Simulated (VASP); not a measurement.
```yaml
crystal:
  lattice:
    - [1.93977, -3.35978, 0.00000]
    - [1.93977, 3.35978, 0.00000]
    - [0.00000, 0.00000, 5.03123]
  atoms:
    - { symbol: Ni, position: [0.00000, 0.00000, 0.50000] }
    - { symbol: Ni, position: [0.00000, 0.00000, 0.00000] }
    - { symbol: Sb, position: [0.33333, 0.66667, 0.25000] }
    - { symbol: Sb, position: [0.66667, 0.33333, 0.75000] }
```

Computed with LDA (Ceperley-Alder, Perdew-Zunger) with spin-orbit coupling, VASP's LDA PAW potentials (set 64) (plane waves; VASP 6.6.1). Numerical set-up: 400 eV cut-off, 8×8×6 Γ-centred mesh, Gaussian smearing of 0.050 eV, potentials Ni Sb.

### Question
Give the energies of bands 23 to 36 at the high-symmetry points, in eV from the Fermi level.

### Answer

```tsv
band	Γ	M	K	A	L	H
23	-1.46	-2.10	-1.79	-2.31	-2.13	-2.17
24	-1.46	-2.10	-1.79	-2.31	-2.13	-2.17
25	-0.09	-1.78	-1.56	0.28	-1.98	-1.60
26	-0.09	-1.78	-1.56	0.28	-1.98	-1.60
27	0.23	-1.57	-1.48	0.28	-1.98	-1.58
28	0.23	-1.57	-1.48	0.28	-1.98	-1.58
29	0.75	-1.47	-0.78	1.92	0.10	-1.47
30	0.75	-1.47	-0.78	1.92	0.10	-1.47
31	2.38	-0.40	-0.69	1.92	0.10	-1.41
32	2.38	-0.40	-0.69	1.92	0.10	-1.41
33	2.64	1.15	0.62	2.29	1.74	4.30
34	2.64	1.15	0.62	2.29	1.74	4.30
35	3.08	3.40	0.70	2.29	1.74	4.52
36	3.08	3.40	0.70	2.29	1.74	4.52
```

It has no gap at this level: it comes out as a metal or semimetal.

The compound is NiSb in the NiAs type structure. It was relaxed first.
